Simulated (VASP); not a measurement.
Here is a VASP 6.6.1 calculation.

File INCAR:

```
PREC     = Accurate       # precision mode
ENCUT    = 520            # plane-wave cutoff, eV
EDIFF    = 1E-7           # SCF threshold, eV
ISMEAR   = 1              # smearing method
SIGMA    = 0.1            # smearing width, eV
LREAL    = False          # projectors in reciprocal space
LASPH    = True           # aspherical terms in the spheres
NELM     = 100            # most SCF steps
ALGO     = Normal         # electronic algorithm
ISIF     = 2              # what is computed and relaxed
LWAVE    = False          # write WAVECAR
LCHARG   = True           # write CHGCAR
GGA      = PE             # functional
LELF     = True           # ELF
LVHAR    = True         
NBANDS   = 32             # bands
```

The input KPOINTS:

```
Automatic mesh
0
Gamma
  5 5 5
```

Contents of POSCAR:

```
La3InB
1.0
    5.3289490000      0.0000000000      0.0000000000
    0.0000000000      5.3289490000      0.0000000000
    0.0000000000      0.0000000000      5.3289490000
La In B
3 1 1
Direct
    0.5000000000      0.0000000000      0.5000000000
    0.5000000000      0.5000000000      0.0000000000
    0.0000000000      0.5000000000      0.5000000000
    0.0000000000      0.0000000000      0.0000000000
    0.5000000000      0.5000000000      0.5000000000
```

Potentials or basis: VASP PAW PBE potentials, release 64 (La, In_d, B).

Run with:

```sh
$ cat potpaw_PBE.64/La/POTCAR potpaw_PBE.64/In_d/POTCAR potpaw_PBE.64/B/POTCAR > POTCAR
$ mpirun -np 1 vasp_std > vasp.out
```

Question: What does it give for the pressure?

Answer: 0.3 GPa.

Question: Estimate the band gap on the k mesh.

Answer: None (metal or under the smearing width).

The run has no spin-orbit coupling, so splittings on La are missing.
